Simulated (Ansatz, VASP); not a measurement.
# Cross-check of InGa3As3P between VASP and Ansatz, part 3 of 3

Aim: how closely do two programs agree when they are given the same cell, functional and k mesh? The cell is generated by rule, not measured, and may not be a known phase. The cell is taken from a series of runs on this material, whose earlier steps may have relaxed, scaled, displaced or heated it; both programs get it as it stands.

VASP 6.6.1 and Ansatz 0.2.0.

So far: Ansatz: relaxation of cell and atoms, PBEsol, pair 1; VASP: relaxation of cell and atoms, PBEsol, pair 1; Comparison; Ansatz: relaxation of cell and atoms, PBEsol, pair 2; VASP: relaxation of cell and atoms, PBEsol, pair 2; Differences.

### 8. Ansatz: relaxation of cell and atoms, PBEsol, pair 3

Level of this step: Ansatz beside VASP: Kohn-Sham DFT, plane waves, PBEsol (Ansatz).

The relaxed volume is the usual yardstick between codes: in a stiff, nearly cubic crystal its relative difference is about their pressure difference at one cell divided by the bulk modulus.

The cell is taken from a series of runs on this material, whose earlier steps may have relaxed, scaled, displaced or heated it; both programs get it as it stands.

input.yaml

```yaml
crystal:
  lattice:
    - [2.855116091, 2.855116091, 0.0]
    - [-2.8468388251, 2.8468388251, 0.0]
    - [0.0, 0.0, 11.4648058898]
  atoms:
    - { symbol: As, position: [0.5, 0.0, 0.1251964553] }
    - { symbol: As, position: [1.0, 0.5, 0.3701243023] }
    - { symbol: As, position: [0.5, 0.0, 0.6140823435] }
    - { symbol: Ga, position: [0.0, 0.0, 0.0029138459] }
    - { symbol: Ga, position: [0.5, 0.5, 0.2477542185] }
    - { symbol: Ga, position: [0.0, 0.0, 0.4930554242] }
    - { symbol: In, position: [0.5, 0.5, 0.7568208742] }
    - { symbol: P, position: [1.0, 0.5, 0.8900525361] }
kpoints:
  mp_grid: { grid: [8, 8, 4] }
hamiltonian:
  xc: pbesol
scf:
  occupations: { method: fixed }
output:
  forces: true
  stress: true
  eigenvalues: true
relax:
  adjacent_minimum: "off"
  f_tol: 0.001
  max_steps: 60
  cell: { stress_tol: 0.01 }
```

On the command line:

```sh
ansatz run input.yaml --threads 4 --pin off --max-ram 14336MiB --backend cpu --events-out ev --progress --plain --runs-dir out
```

Numbers of over 12 decimals in the logs are rounded to 6 here.

Log:

```text
[...]
Crystal: 8 atoms, lattice volume = 186.373 Å³
Basis set: ecut = 420 eV, 3647 PW (Γ), exchange–correlation on 54×54×160 points (8 copies of the dense FFT grid, shifted against one another)
Bands: 62, of which v1, the nominal top of the filled ones, is band 51 counted from 1 (50 counted from 0)
Symmetry: 4 space group operations
[...]
k-points: 75 of 256 (time reversal used)
[...]
- [5.500409756606633e-19, 0, 11.460936]
  atoms:
    - { symbol: As, position: [0.5, 0, 0.125201] }
    - { symbol: As, position: [1.000000, 0.5, 0.370131] }
    - { symbol: As, position: [0.5, 0, 0.614084] }
    - { symbol: Ga, position: [0, 0, 0.00290831] }
    - { symbol: Ga, position: [0.500000, 0.500000, 0.247759] }
    - { symbol: Ga, position: [0, 0, 0.493063] }
    - { symbol: In, position: [0.500000, 0.500000, 0.756799] }
    - { symbol: P, position: [1.000000, 0.5, 0.890054] }
[key lines of the parts left out:]
SCF converged after 6 iterations
Free energy (F): -31936.399957 eV
Fermi energy:    7.810517 eV
P = ⅓ Tr σ = -0.0001 GPa (-0.001 kbar)
```

### 9. VASP: relaxation of cell and atoms, PBEsol, pair 3

The same cell, functional and mesh now go to VASP, with its own data sets.

INCAR

```
SYSTEM = InGa3As3P
PREC = Accurate
ENCUT = 500
EDIFF = 1E-07
NELM = 120
ISMEAR = 0
SIGMA = 0.01
LREAL = .FALSE.
ALGO = Normal
GGA = PS
NBANDS = 44
LORBIT = 11
LWAVE = .FALSE.
LCHARG = .FALSE.
ISIF = 3
IBRION = 2
NSW = 80
EDIFFG = -0.005
LASPH = .TRUE.
GGA_COMPAT = .FALSE.
NELMIN = 4
EFERMI = MIDGAP
KPAR = 2
```

POSCAR

```
InGa3As3P
1.0
    2.8551160000      2.8551160000      0.0000000000
   -2.8468390000      2.8468390000      0.0000000000
    0.0000000000      0.0000000000     11.4648060000
As Ga In P
3 3 1 1
Direct
    0.5000000000      0.0000000000      0.1251964490
    0.0000001751      0.5000000000      0.3701242742
    0.5000000000      0.0000000000      0.6140823491
    0.0000000000      0.0000000000      0.0029138740
    0.5000000000      0.4999998244      0.2477542141
    0.0000000000      0.0000000000      0.4930554429
    0.5000000000      0.4999998244      0.7568208306
    0.0000001751      0.5000000000      0.8900525661
```

KPOINTS

```
Automatic mesh
0
Gamma
8 8 4
0 0 0
```

PAW data sets: As, Ga_d, In_d and P (PBE family, release 64).

On the command line:

```sh
mpirun -np 2 vasp_std
```

Log:

```text
[... set-up lines as in an earlier step ...]
 entering main loop
       N       E                     dE             d eps       ncg     rms          rms(c)
DAV:   1     0.640327586762E+03    0.64033E+03   -0.32247E+04  6876   0.216E+03
DAV:   2     0.715791613153E+02   -0.56875E+03   -0.55403E+03  6924   0.561E+02
DAV:   3    -0.305939403676E+02   -0.10217E+03   -0.98825E+02  7668   0.191E+02
DAV:   4    -0.371708787821E+02   -0.65769E+01   -0.65295E+01  8332   0.470E+01
[...]
DAV:  15    -0.363890502159E+02   -0.29671E-06   -0.15504E-06  7668   0.177E-02    0.360E-03
DAV:  16    -0.363890503318E+02   -0.11596E-06   -0.44582E-07  7004   0.491E-03    0.107E-03
DAV:  17    -0.363890502586E+02    0.73233E-07   -0.10478E-07  4088   0.423E-03
   1 F= -.36389050E+02 E0= -.36389050E+02  d E =-.363891E+02
[...]
2 F= -.36389129E+02 E0= -.36389129E+02  d E =-.787951E-04
[...]
3 F= -.36389146E+02 E0= -.36389146E+02  d E =-.956485E-04
[...]
4 F= -.36389146E+02 E0= -.36389146E+02  d E =-.956486E-04
[...]
5 F= -.36389152E+02 E0= -.36389152E+02  d E =-.637218E-05
 trial-energy change:   -0.000006  1 .order   -0.000006   -0.000007   -0.000005
 step:   2.7850(harm=  2.7850)  dis= 0.00083  next Energy=   -36.389157 (dE=-0.110E-04)
 reached required accuracy - stopping structural energy minimisation
```

From OUTCAR (step 9):

```text
  Total        0.0013805      0.0013805     -0.0126537      0.0001686      0.0000000      0.0000000
  in kB        0.0118501      0.0118501     -0.1086164      0.0014471      0.0000000      0.0000000
  external PRESSURE =      -0.0283054 kB  Pullay stress =       0.0000000 kB

 POSITION                                       TOTAL-FORCE (eV/Angst)
 -----------------------------------------------------------------------------------
      1.42851      1.42851      1.43566        -0.000000      0.000000     -0.003658
     -1.42413      1.42413      4.24482        -0.000000      0.000000      0.000100
      1.42851      1.42851      7.04295        -0.000000      0.000000      0.003432
      2.85702      2.85702      0.03251        -0.000000      0.000000     -0.003751
      0.00438      2.85264      2.84137         0.000000     -0.000000     -0.001061
      2.85702      2.85702      5.65474        -0.000000      0.000000      0.001871
      0.00438      2.85264      8.68022         0.000000     -0.000000      0.003534
     -1.42413      1.42413     10.20786        -0.000000      0.000000     -0.000466
 -----------------------------------------------------------------------------------
    total drift:                               -0.000556      0.000200      0.001867

  FREE ENERGIE OF THE ION-ELECTRON SYSTEM (eV)
  ---------------------------------------------------
  free  energy   TOTEN  =       -36.3891522794 eV

  energy  without entropy=      -36.3891522794  energy(sigma->0) =      -36.38915228

[... 2 parts as in an earlier step ...]

[... 2 further parts left out ...]
[key lines of the parts left out:]
E-fermi :   4.3736
```

### 10. Comparison

What differs besides the data sets and the points named for the pairs above, as far as they apply: fixed occupations in Ansatz, narrow Gaussian smearing in VASP; the data sets hold 102 valence electrons in Ansatz (on its default PAW (the set named soft_2) files) and 72 in VASP. Total energies have different zeros and are not compared.

Both answers:

```csv
quantity,Ansatz,VASP,difference
volume (Å³),186.37,186.65,-0.15 %
"edge a after relaxation, in the typed setting (Å)",4.039,4.040,-0.04 %
"edge b after relaxation, in the typed setting (Å)",4.026,4.028,-0.04 %
"edge c after relaxation, in the typed setting (Å)",11.461,11.469,-0.07 %
```

### 11. Summary of results

| Property | Result |
| --- | --- |
| difference in volume (relaxation of cell and atoms, PBEsol, pair 1) | -0.16 % |
| difference in volume (relaxation of cell and atoms, PBEsol, pair 2) | -0.14 % |
| difference in volume (relaxation of cell and atoms, PBEsol, pair 3) | -0.15 % |

In words: The difference in volume is -0.16 % (relaxation of cell and atoms, PBEsol, pair 1), within the 1.2 % picked in this series as the mark of a large difference, as far as the stopping tolerances let one tell. The data sets hold unlike numbers of valence electrons (102 in Ansatz and 72 in VASP), so part of the differences comes from the potentials. How closely two codes agree says nothing of how well the functional describes the real material.

[Lines on the potential files, build, host, timing and source positions are cut from VASP's logs without a mark.]

[Logs are printed without paths, hosts, clocks, repeated set-up lines and the standing remarks that a program may print on its own settings, such as how far it seeks lower states.]

[Hosts, paths, dates, database ids (printed as entryN), source tags and the programs' standing remarks are cut or masked in the printed files.]
